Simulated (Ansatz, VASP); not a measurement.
**One calculation of H18SO8, two programs**

```xyz
27
Lattice="6.9104 0.0000 0.0000 0.0000 6.9104 0.0000 0.0000 0.0000 6.9104" Properties=species:S:1:pos:R:3 pbc="T T T"
O     3.2683    4.1906    4.3319
O    -0.0963    3.5717    1.7651
O     5.0344    5.4109    2.5634
O     6.3357    1.9030    4.9331
O     4.5738    7.4393    6.4598
O    -0.3218    0.7607    2.4708
O     2.7660    2.5953    6.5741
O     2.5978    4.5925    1.3629
H     4.0451    4.6050    3.8738
H     2.6040    4.2016    3.6196
H     0.8556    3.7930    1.6528
H    -0.1681    2.5961    1.8055
H     4.2612    5.2833    1.9619
H     5.6848    4.7072    2.2789
H     6.2245    2.8602    4.8222
H     6.4243    1.5341    4.0133
H     4.2046    6.7527    5.8783
H     5.2193    7.9360    5.8816
H    -0.9784    0.0052    2.4345
H     0.5484    0.3325    2.4000
H     3.4066    1.8402    6.6066
H     2.9699    3.0696    5.7326
H     2.1760    5.2176    0.7193
H     2.7895    3.7902    0.7729
H    -0.2869    6.1836    6.7119
H     1.0007    7.3024    5.7936
S     0.8270    5.9574    5.9584
```

Alike in both runs: functional PBE; dispersion D3(BJ); k mesh 1 × 1 × 1; occupations fermi-dirac, width 0.02 eV; no spin polarisation.

Ansatz relaxed the structure, and its values are those at the end. VASP's run is a single point on that final structure, the one shown.

|  | VASP | Ansatz |
| --- | --- | --- |
| version | VASP 6.6.1 | Ansatz 0.2.0 |
| potentials or method | VASP PAW PBE potentials, release 64 (O, H, S) | scalar-relativistic, plane waves, PAW |
| plane-wave cutoff (eV) | 520 | 420 |
| valence electrons in the cell | 72 | 72 |

Ansatz gave:

- gap on the k mesh at the Fermi level (eV): 4.21
- rms of the force components (eV/Å): 0.064
- dispersion energy (meV/atom): -32.9

Question: What did VASP give for the same quantities?

Answer: gap on the k mesh at the Fermi level (eV): 4.22; rms of the force components (eV/Å): 0.078; dispersion energy (meV/atom): -32.9.

Ansatz warned: «xc_potential_rough_in_thin_density».

As with any semilocal functional, this PBE gap is likely too small.
